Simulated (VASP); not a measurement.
The system is Ti2Si.

```
Ti Si
1.0
     4.68753    0.00000    0.00000
     0.00000    4.68753    0.00000
     0.00000    0.00000    4.92071
Ti Si
4 2
Direct
  0.00000 0.50000 0.77073
  0.50000 0.00000 0.22927
  0.50000 0.00000 0.72927
  0.00000 0.50000 0.27073
  0.00000 0.00000 0.50000
  0.50000 0.50000 0.00000
```

The cell was built by a generator and needn't be a form met in nature.

```yaml
Program: VASP 6.6.1
Task: relaxation of cell and atoms
Functional: PBE
Potentials_or_basis: VASP PAW PBE potentials, release 64 (Ti_sv, Si)
Cutoff: 520 eV
k_mesh: 4 × 4 × 4
Occupations: gaussian, width 0.15 eV
Spin: no spin polarisation
```

At the start: pressure -2.8 GPa; volume 18.02 Å³/atom.

**Question.** Where does the relaxation end?

**Answer.** Over 17 steps the energy falls by 193.3 meV/atom and the volume is 17.74 Å³/atom (-1.5 %); space group I4/mmm (No. 139, to 0.05 Å).

Step by step:
```tsv
step	energy change (eV)	largest force (eV/Å)	pressure (GPa)	volume (Å³)
1	0.0000	0.0432	-2.82	108.12
2	-0.4741	0.2360	4.08	102.99
3	-0.5477	0.4757	14.56	96.14
4	-0.6231	0.3884	11.31	98.80
5	-0.8216	0.3941	8.09	100.06
6	-0.9962	0.4453	5.16	102.11
7	-1.0232	0.4572	4.08	102.99
8	-1.0295	0.4904	3.10	103.82
9	-1.0674	0.4242	1.60	105.05
10	-1.0983	0.3611	-0.79	107.30
11	-1.0993	0.3278	-1.46	107.68
12	-1.1168	0.2962	-1.02	107.27
13	-1.1425	0.1425	0.20	106.04
14	-1.1431	0.1344	0.41	105.92
15	-1.1492	0.1021	-0.09	106.30
16	-1.1547	0.0322	-0.73	107.05
17	-1.1597	0.0047	-0.22	106.47
```

Final structure:
```
Ti Si
1.0
     4.26687    0.00000    0.00000
     0.00000    4.26687    0.00000
     0.00000    0.00000    5.84798
Ti Si
4 2
Direct
  0.00000 0.50000 0.75036
  0.50000 0.00000 0.24964
  0.50000 0.00000 0.74964
  0.00000 0.50000 0.25036
  0.00000 0.00000 0.50000
  0.50000 0.50000 0.00000
```
